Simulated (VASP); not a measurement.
Level of theory: PBE GGA, VASP's PBE PAW potentials (set 64) (plane waves; VASP 6.6.1).

Input for VASP

File KPOINTS:
```
Automatic mesh
0
Gamma
5 5 1
0 0 0
```

### POSCAR
```
Au16S
21.4555710
  0.2738906718   0.0000000000   0.0000000000
  0.1369453596   0.2371962898   0.0000000000
  0.0000000000   0.0000000000   0.9999999941
Au S
16 1
direct
  1.0000000000   0.0000000000   0.3297626762
  0.5006462334   0.9987075332   0.3308151363
  0.9987075332   0.5006462334   0.3308151363
  0.5006462334   0.5006462334   0.3308151363
  0.1665361089   0.1665361089   0.4442134966
  0.6669287822   0.1665361089   0.4442134966
  0.1665361089   0.6669287822   0.4442134966
  0.6666670000   0.6666670000   0.4431952666
  0.8317040785   0.3365908430   0.5552504266
  0.3333330000   0.3333330000   0.5541709968
  0.8317040785   0.8317040785   0.5552504266
  0.3365908430   0.8317040785   0.5552504266
  1.0000000000   1.0000000000   0.6628068517
  0.5066916550   0.9866166899   0.6699377707
  0.9866166899   0.5066916550   0.6699377707
  0.5066916550   0.5066916550   0.6699377707
  0.3333330000   0.3333330000   0.7457757179
```

**INCAR**
```
# general
SYSTEM   =  Au16S
PREC     =  Normal
ENCUT    =  400
LREAL    =  .False.   # projection in real space or not
LASPH    =  .True.   # aspherical one-centre terms

# electronic loop
EDIFF    =  1E-6   # SCF stop (eV)
NELM     =  100   # most electronic steps
NELMIN   =  4
ALGO     =  Normal   # blocked Davidson
LMAXMIX  =  6   # l cut-off of mixed one-centre charges

# smearing
ISMEAR   =  1   # Methfessel-Paxton
SIGMA    =  0.1   # width (eV)

# functional
GGA      =  PE

# output
LWAVE    =  .False.
LCHARG   =  .False.
LORBIT   =  11
LVHAR    =  .True.

# other
LDIPOL   =  .True.
IDIPOL   =  3
DIPOL    =  0.5 0.5 0.5
```

POTCAR, in this order: Au S (PBE.64 set). Program: vasp_std. Read from the step before: WAVECAR.

**Question.** What will the output report for the number of irreducible k-points (NKPTS), largest plane-wave count, number of space-group operations, FFT grid (NGX, NGY, NGZ)?

**Answer.** 
```
Item                                           Result
--------------------------------------  -------------
number of irreducible k-points (NKPTS)              5
largest plane-wave count                        11697
number of space-group operations                    6
FFT grid (NGX, NGY, NGZ)                30 × 30 × 108
```

The cell is a thin slab with vacuum, built from Au (fcc): (111) face, S adsorbed.
